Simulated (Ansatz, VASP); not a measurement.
# GaGeMo (GaGeMo in the AlB2 type): VASP beside Ansatz, part 2 of 2

One calculation is typed for both programs; each brings its own data sets. How far apart do they land? The cell is generated by rule, not measured, and may not be a known phase. The cell is taken from a series of runs on this material, whose earlier steps may have relaxed, scaled, displaced or heated it; both programs get it as it stands.

VASP 6.6.1 and Ansatz 0.2.0.

So far: Set-up; VASP: relaxation of cell and atoms, LDA, pair 1; Ansatz: relaxation of cell and atoms, LDA, pair 1.

## 4. Side by side

Known differences besides the potentials themselves: the cutoff is 420 eV in Ansatz and 500 eV in VASP; VASP's log shows a relativistic correction to its local exchange, Ansatz's none; Ansatz adds a Pulay correction to the stress that steers its cell, VASP none. Total energies have different zeros and are not compared.

Both answers:

| quantity | Ansatz | VASP | difference |
| --- | --- | --- | --- |
| volume (Å³) | 44.85 | 44.96 | -0.25 % |
| edge a after relaxation, in the typed setting (Å) | 4.465 | 4.468 | -0.06 % |
| edge c after relaxation, in the typed setting (Å) | 2.598 | 2.601 | -0.12 % |

## 5. VASP: relaxation of cell and atoms, LDA, pair 2

The relaxed volume is the usual yardstick between codes: in a stiff, nearly cubic crystal its relative difference is about their pressure difference at one cell divided by the bulk modulus.

INCAR

```
SYSTEM = GaGeMo
PREC = Accurate
ENCUT = 500
EDIFF = 1E-07
NELM = 120
ISMEAR = 0
SIGMA = 0.1
LREAL = .FALSE.
ALGO = Normal
GGA = PW92
NBANDS = 26
LASPH = .TRUE.
LORBIT = 11
LWAVE = .FALSE.
LCHARG = .FALSE.
ISIF = 3
IBRION = 2
NSW = 80
EDIFFG = -0.005
GGA_COMPAT = .FALSE.
NELMIN = 4
KPAR = 2
```

POSCAR

```
GaGeMo
1.0
    4.4823450000     -0.0000030000      0.0000000000
   -2.2411700000      3.8818260000      0.0000000000
    0.0000000000      0.0000000000      2.5837000000
Mo Ga Ge
1 1 1
Direct
    0.0000000000      0.0000000000      0.0000000000
    0.3333333333      0.6666666667      0.5000000000
    0.6666666667      0.3333333333      0.5000000000
```

KPOINTS

```
Automatic mesh
0
Gamma
9 9 12
0 0 0
```

Potentials, in the order of the species: Mo_sv, Ga_d and Ge_d (LDA family, release 64).

On the command line:

```bash
$ mpirun -np 2 vasp_std
```

Numbers of over 12 decimals in the logs are rounded to 6 here.

The log of the run:

```text
[banner, memory and clock lines left out]
running    2 mpi-ranks, on    1 nodes
[...]
[... a notice as in an earlier step ...]

 LDA part: xc-table for (Slater(with rela. corr.)+PW92), standard interpolation
 POSCAR, INCAR and KPOINTS ok, starting setup
[...]
entering main loop
       N       E                     dE             d eps       ncg     rms          rms(c)
DAV:   1     0.341198206583E+03    0.34120E+03   -0.20116E+04  5090   0.346E+03
DAV:   2     0.176092838048E+02   -0.32359E+03   -0.31743E+03  4488   0.637E+02
DAV:   3    -0.198604924641E+02   -0.37470E+02   -0.36645E+02  4958   0.167E+02
DAV:   4    -0.210619370600E+02   -0.12014E+01   -0.11855E+01  5046   0.316E+01
[...]
DAV:  11    -0.203040752552E+02    0.35473E-05   -0.77992E-05  5084   0.569E-02    0.114E-02
DAV:  12    -0.203040732885E+02    0.19667E-05   -0.13187E-05  6016   0.223E-02    0.367E-03
DAV:  13    -0.203040732909E+02   -0.24547E-08   -0.55584E-07  4108   0.877E-03
   1 F= -.20304073E+02 E0= -.20298424E+02  d E =-.203041E+02
[... from here on, the cycles between the ionic steps are left out ...]
   2 F= -.20305853E+02 E0= -.20300134E+02  d E =-.178004E-02
   3 F= -.20305978E+02 E0= -.20300253E+02  d E =-.190498E-02
   4 F= -.20306164E+02 E0= -.20300395E+02  d E =-.185662E-03
   5 F= -.20306243E+02 E0= -.20300493E+02  d E =-.264519E-03
[...]
reached required accuracy - stopping structural energy minimisation
```

OUTCAR, selected parts (step 5):

```text
  Total       -0.0005340     -0.0005340      0.0005089      0.0000000     -0.0000000      0.0000000
  in kB       -0.0190276     -0.0190276      0.0181337      0.0000000     -0.0000000      0.0000000
  external PRESSURE =      -0.0066405 kB  Pullay stress =       0.0000000 kB

 POSITION                                       TOTAL-FORCE (eV/Angst)
 -----------------------------------------------------------------------------------
      0.00000      0.00000      0.00000         0.000000     -0.000000      0.000000
      0.00000      2.57942      1.30063        -0.000000     -0.000000     -0.000000
      2.23384      1.28971      1.30063         0.000000      0.000000      0.000000
 -----------------------------------------------------------------------------------
    total drift:                                0.000002     -0.000001     -0.000000

  FREE ENERGIE OF THE ION-ELECTRON SYSTEM (eV)
  ---------------------------------------------------
  free  energy   TOTEN  =       -20.3062427937 eV

  energy  without entropy=      -20.2947425377  energy(sigma->0) =      -20.30049267

[... 2 parts as in an earlier step ...]

[... 2 further parts left out ...]
[key lines of the parts left out:]
E-fermi :  10.0811
```

## 6. Ansatz: relaxation of cell and atoms, LDA, pair 2

The same cell, functional (in two slightly different forms), mesh and smearing now go to Ansatz, which takes its cutoff from its data sets.

The cell is taken from a series of runs on this material, whose earlier steps may have relaxed, scaled, displaced or heated it; both programs get it as it stands.

input.yaml

```yaml
crystal:
  lattice:
    - [4.4823446563, -3.2417e-06, 0.0]
    - [-2.2411695208, 3.8818259618, 0.0]
    - [0.0, 0.0, 2.5837000531]
  atoms:
    - { symbol: Mo, position: [0.0, 0.0, 0.0] }
    - { symbol: Ga, position: [0.3333333333, 0.6666666667, 0.5] }
    - { symbol: Ge, position: [0.6666666667, 0.3333333333, 0.5] }
kpoints:
  mp_grid: { grid: [9, 9, 12] }
hamiltonian:
  xc: lda
  pseudopotentials: { kind: paw, azcp: { folder: soft_1 }, xc_functional: pbe }
scf:
  occupations: { method: gaussian, width: 0.1 }
output:
  forces: true
  stress: true
  eigenvalues: true
relax:
  adjacent_minimum: "off"
  f_tol: 0.005
  max_steps: 80
  cell: { stress_tol: 0.05 }
```

On the command line:

```bash
$ ansatz run input.yaml --threads 4 --pin off --max-ram 12288MiB --backend cpu --events-out ev --progress --plain --runs-dir out
```

The log of the run:

```text
[...]
Crystal: 3 atoms, lattice volume = 44.956 Å³
Basis set: ecut = 420 eV, 903 PW (Γ)
Bands: 25, of which v1, the nominal top of the filled ones, is band 21 counted from 1 (20 counted from 0)
Symmetry: 12 space group operations
[...]
k-points: 84 of 972 (time reversal used)
[...]
--- Relaxed structure (4 steps of the walk, 4 accepted, 1 SCFs on fresh bases) ---
[...]
cell:  # Å, volume = 44.8494 Å³
    - [4.464289, -3.2286163002533282e-6, 0.0]
    - [-2.232142, 3.866189, 0.0]
    - [0.0, 0.0, 2.598493]
  atoms:
    - { symbol: Mo, position: [0, 0, 0.0] }
    - { symbol: Ga, position: [0.333333, 0.666667, 0.5] }
    - { symbol: Ge, position: [0.666667, 0.333333, 0.5] }
[key lines of the parts left out:]
SCF converged after 8 iterations
Free energy (F): -12764.978004 eV
Fermi energy:    16.500403 eV
P = ⅓ Tr σ = 0.0296 GPa (0.296 kbar)
```

## 7. Differences

The two programs side by side:

| quantity | Ansatz | VASP | difference |
| --- | --- | --- | --- |
| volume (Å³) | 44.85 | 44.97 | -0.26 % |
| edge a after relaxation, in the typed setting (Å) | 4.464 | 4.468 | -0.08 % |
| edge c after relaxation, in the typed setting (Å) | 2.599 | 2.601 | -0.11 % |

## 8. VASP: zone-centre phonons, LDA

Second derivatives magnify differences that forces hide, and they need a tight electronic threshold.

INCAR

```
SYSTEM = GaGeMo
PREC = Accurate
ENCUT = 500
EDIFF = 1E-08
NELM = 120
ISMEAR = 1
SIGMA = 0.2
LREAL = .FALSE.
ALGO = Normal
GGA = PW92
NBANDS = 26
LASPH = .TRUE.
LORBIT = 11
LWAVE = .FALSE.
LCHARG = .FALSE.
ISIF = 2
IBRION = 8
GGA_COMPAT = .FALSE.
KPAR = 2
```

POSCAR

```
GaGeMo
1.0
    4.4646718286     -0.0000032289      0.0000000000
   -2.2323331180      3.8665208376      0.0000000000
    0.0000000000      0.0000000000      2.5980880857
Mo Ga Ge
1 1 1
Direct
    0.0000000000      0.0000000000      0.0000000000
    0.3333333333      0.6666666667      0.5000000000
    0.6666666667      0.3333333333      0.5000000000
```

KPOINTS

```
Automatic mesh
0
Gamma
4 4 6
0 0 0
```

On the command line:

```bash
$ mpirun -np 2 vasp_std
```

The log of the run:

```text
[... set-up lines as in an earlier step ...]
 entering main loop
       N       E                     dE             d eps       ncg     rms          rms(c)
DAV:   1     0.351232380532E+03    0.35123E+03   -0.19743E+04   926   0.347E+03
DAV:   2     0.184837783826E+02   -0.33275E+03   -0.32653E+03   872   0.640E+02
DAV:   3    -0.198565091812E+02   -0.38340E+02   -0.37585E+02   902   0.171E+02
DAV:   4    -0.211082126902E+02   -0.12517E+01   -0.12449E+01   980   0.323E+01
[...]
DAV:  13    -0.203566782700E+02    0.28979E-06   -0.23198E-06   994   0.732E-03    0.139E-03
DAV:  14    -0.203566782498E+02    0.20283E-07   -0.12964E-07   962   0.357E-03    0.149E-04
DAV:  15    -0.203566782487E+02    0.11096E-08   -0.48104E-09   508   0.590E-04
   1 F= -.20356678E+02 E0= -.20354015E+02  d E =-.798845E-02
 Linear response reoptimize wavefunctions to high precision
DAV:   1    -0.203566782487E+02   -0.88221E-10   -0.76627E-10   510   0.269E-04
 Linear response DOF=           6
 Linear response progress:
  Degree of freedom:   1/  6
[...]
RMM:  19    -0.204233074812E+00   -0.32239E-07   -0.11479E-07  5004   0.412E-04    0.231E-06
RMM:  20    -0.204233090516E+00   -0.15704E-07    0.42973E-08  4707   0.407E-04    0.147E-06
RMM:  21    -0.204233092406E+00   -0.18906E-08    0.76634E-08  4361   0.402E-04    0.133E-06
 first order change of Fermi-energy  -0.82504E-04
 force on displaced ion       3 direction 1 :  -5.010   0.003   0.000
 Linear response progress:
  Degree of freedom:   6/  6
       N       E                     dE             d eps       ncg     rms          rms(c)
RMM:   1    -0.176861580914E+00   -0.17686E+00    0.74237E+00  1050   0.427E+01
RMM:   2    -0.182472996687E+00   -0.56114E-02   -0.12172E-02  1952   0.620E-01    0.432E-02
RMM:   3    -0.182446920758E+00    0.26076E-04   -0.61715E-04  1883   0.165E-01    0.238E-02
RMM:   4    -0.182398850782E+00    0.48070E-04   -0.80214E-05  2005   0.658E-02    0.446E-03
[...]
RMM:  23    -0.182416142685E+00    0.66730E-08   -0.10988E-07  1867   0.338E-04    0.847E-07
RMM:  24    -0.182416140976E+00    0.17096E-08   -0.10025E-07  1772   0.336E-04    0.317E-07
RMM:  25    -0.182416140988E+00   -0.11970E-10   -0.76709E-08  1571   0.334E-04    0.419E-07
 first order change of Fermi-energy  -0.69181E-04
 force on displaced ion       3 direction 3 :  -0.000   0.000   0.353
 Linear response finished
```

From OUTCAR (step 8):

```text
  Total        0.1342858      0.1342858     -0.4933538     -0.0000000     -0.0000000      0.0000000
  in kB        4.7970819      4.7970819    -17.6240412     -0.0000000     -0.0000000      0.0000000
  external PRESSURE =      -2.6766258 kB  Pullay stress =       0.0000000 kB

 POSITION                                       TOTAL-FORCE (eV/Angst)
 -----------------------------------------------------------------------------------
      0.00000      0.00000      0.00000        -0.000000      0.000000      0.000000
      0.00000      2.57768      1.29904         0.000000      0.000000      0.000000
      2.23234      1.28884      1.29904        -0.000000      0.000000      0.000000
 -----------------------------------------------------------------------------------
    total drift:                                0.000002     -0.000001     -0.000000

[... 2 further parts left out ...]
```

## 9. Ansatz: zone-centre phonons, LDA

The same cell, functional (in two slightly different forms), mesh and smearing now go to Ansatz, which takes its cutoff from its data sets.

The cell is taken from a series of runs on this material, whose earlier steps may have relaxed, scaled, displaced or heated it; both programs get it as it stands.

input.yaml

```yaml
crystal:
  lattice:
    - [4.4646718286, -3.2289e-06, 0.0]
    - [-2.232333118, 3.8665208376, 0.0]
    - [0.0, 0.0, 2.5980880857]
  atoms:
    - { symbol: Mo, position: [0.0, 0.0, 0.0] }
    - { symbol: Ga, position: [0.3333333333, 0.6666666667, 0.5] }
    - { symbol: Ge, position: [0.6666666667, 0.3333333333, 0.5] }
kpoints:
  mp_grid: { grid: [4, 4, 6] }
hamiltonian:
  xc: lda
  pseudopotentials: { kind: paw, azcp: { folder: soft_1 }, xc_functional: pbe }
scf:
  occupations: { method: methfessel_paxton, width: 0.2 }
output:
  eigenvalues: true
phonons:
  method: dfpt
  qmesh: [2, 2, 2]
  temperatures: { t_max: 1000, t_step: 50 }
  qpath:
    path:
      - [[0.0, 0.0, 0.0], [0.5, 0.0, 0.0], [0.33333333, 0.33333333, 0.0], [0.0, 0.0, 0.0], [0.0, 0.0, 0.5], [0.5, 0.0, 0.5], [0.33333333, 0.33333333, 0.5], [0.0, 0.0, 0.5]]
      - [[0.5, 0.0, 0.5], [0.5, 0.0, 0.0]]
      - [[0.33333333, 0.33333333, 0.5], [0.33333333, 0.33333333, 0.0]]
    npoints: 10
```

On the command line:

```bash
$ ansatz run input.yaml --threads 4 --pin off --max-ram 12288MiB --backend cpu --events-out ev --progress --plain --runs-dir out
```

The log of the run:

```text
[...]
Crystal: 3 atoms, lattice volume = 44.850 Å³
Basis set: ecut = 420 eV, 903 PW (Γ), exchange–correlation on 60×60×36 points (8 copies of the dense FFT grid, shifted against one another)
Bands: 25, of which v1, the nominal top of the filled ones, is band 21 counted from 1 (20 counted from 0)
Symmetry: 12 space group operations
k-points: 16 of 96 (time reversal used)
[...]
largest difference from the sums on the solved wave vectors: F 1.99e-1 eV, S 2.72e-4 and C_V 7.52e-5 eV/K
  zero-point energy: 0.066450 eV/cell   skipped modes (ω ≤ 0): 499, of them read as no rigid motion or as one in doubt: 496 (1.152e0 modes/cell left out, lowest -127.71 cm⁻¹)   left out of the sums: 1.28e-1 of the cell's modes: C_V's classical limit lies that fraction below 3 k_B per atom; for a crystal, a wire or a layer, F and S can be off by more, and a phonons.interpolated_qmesh denser along its periods is the remedy for the sampling
[key lines of the parts left out:]
SCF converged after 11 iterations
Free energy (F): -12765.027749 eV
Fermi energy:    16.590854 eV
```

## 10. Side by side

What differs besides the data sets and the points named for the pairs above, as far as they apply: VASP's run holds the zone centre alone. Total energies have different zeros and are not compared.

The two programs side by side:

| quantity | Ansatz | VASP | difference |
| --- | --- | --- | --- |
| optical mode 1 (imaginary, printed as negative) (cm⁻¹) | -67.2 | -63.2 | -4.0 |
| optical mode 2 (cm⁻¹) | 52.1 | 52.7 | -1.22 % |
| optical mode 3 to 4 (cm⁻¹) | 121.2 | 123.5 | -1.82 % |
| optical mode 5 to 6 (cm⁻¹) | 193.7 | 196.4 | -1.37 % |

Modes are paired by rising frequency, not by their patterns, so a pair may set unlike modes beside each other; they are those without the splitting of longitudinal modes.

## 11. What came out

| Property | Result |
| --- | --- |
| difference in volume (relaxation of cell and atoms, LDA, pair 1) | -0.25 % |
| difference in volume (relaxation of cell and atoms, LDA, pair 2) | -0.26 % |
| r.m.s. difference of the optical zone-centre modes, each program's sorted by frequency (zone-centre phonons, LDA) | 2.6 cm⁻¹ |
| difference in optical mode 3 to 4 (zone-centre phonons, LDA) | -1.8 % |

What this shows: The difference in volume is -0.26 % (relaxation of cell and atoms, LDA, pair 2), within the 1.2 % picked in this series as the mark of a large difference, as far as the stopping tolerances let one tell. Among the rows given in per cent, the largest difference of the zone-centre phonons, LDA pair is in optical mode 3 to 4, -1.8 %. 1 further run of this series is not shown here. How closely two codes agree says nothing of how well the functional describes the real material.

[Lines on the potential files, build, host, timing and source positions are cut from VASP's logs without a mark.]

[Logs are printed without paths, hosts, clocks, repeated set-up lines and the standing remarks that a program may print on its own settings, such as how far it seeks lower states.]

[Hosts, paths, dates, database ids (printed as entryN), source tags and the programs' standing remarks are cut or masked in the printed files.]
